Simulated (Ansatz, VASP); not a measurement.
# SiPb: VASP beside Ansatz

INCAR

```
PREC = Accurate
ENCUT = 520
EDIFF = 1E-6
ISMEAR = -1
SIGMA = 0.08
LREAL = F
LASPH = T
NELM = 100
ALGO = Normal
ISIF = 2
LWAVE = F
LCHARG = F
GGA = PS
NBANDS = 16
```

File KPOINTS:

```
Automatic mesh
0
Gamma
  11 11 11
```

The input POSCAR:

```
SiPb
1.0
    2.7433912084      0.0000000000      0.0000000000
    0.0000000000      2.7433912084      0.0000000000
    0.0000000000      0.0000000000      2.7433912084
Pb Si
1 1
Direct
    0.0000000000      0.0000000000      0.0000000000
    0.5000000000      0.5000000000      0.5000000000
```

Input for Ansatz:

```yaml
crystal:
  lattice:
    - [2.7433912084, 0.0, 0.0]
    - [0.0, 2.7433912084, 0.0]
    - [0.0, 0.0, 2.7433912084]
  atoms:
    - { symbol: Pb, position: [0.0, 0.0, 0.0] }
    - { symbol: Si, position: [0.5, 0.5, 0.5] }
kpoints:
  mp_grid: { grid: [11, 11, 11] }
  band_path:
    path:
      - [0.0, 0.0, 0.0]
      - [0.0, 0.5, 0.0]
      - [0.5, 0.5, 0.0]
      - [0.0, 0.0, 0.0]
      - [0.5, 0.5, 0.5]
      - [0.0, 0.5, 0.0]
      - [0.5, 0.5, 0.5]
      - [0.5, 0.5, 0.0]
    npoints: 8
scf:
  occupations: { method: fermi_dirac, width: 0.08 }
hamiltonian:
  xc: pbesol
  pseudopotentials: { kind: all_electron, lapw: { basis_error: 0.001 } }
output:
  forces: true
  stress: true
  eigenvalues: true
  populations: true
  dos: { projected: true, de: 0.2, e_range: [-14, 8] }
```

Change from the starting cell: volume scaled by 0.45, LAPW.

Alike in both runs: task single point; functional PBEsol; k mesh 11 × 11 × 11; occupations fermi-dirac, width 0.08 eV; no spin polarisation.

|  | VASP | Ansatz |
| --- | --- | --- |
| version | VASP 6.6.1 | Ansatz 0.2.0 |
| potentials or method | VASP PAW PBE potentials, release 64 (Pb_d, Si) | all-electron LAPW, scalar-relativistic |
| plane-wave cutoff (eV) | 520 | see its input |

Ansatz gave:

| Item | Value |
| --- | --- |
| pressure (GPa) | 306.6 |

Problem. Estimate VASP's values.

Solution. Pressure (GPa): 307.1.

Ansatz ran all-electron here, so the differences hold the error of VASP's frozen core and of both bases.

Caveats: the cell as given lies far from equilibrium; so large a pressure means that the cell lies far from this level's equilibrium, or that cutoff or potentials fall short (VASP); the potentials were made for another functional, which shifts forces and pressure (VASP). The runs have no spin-orbit coupling, so splittings on Pb are missing.
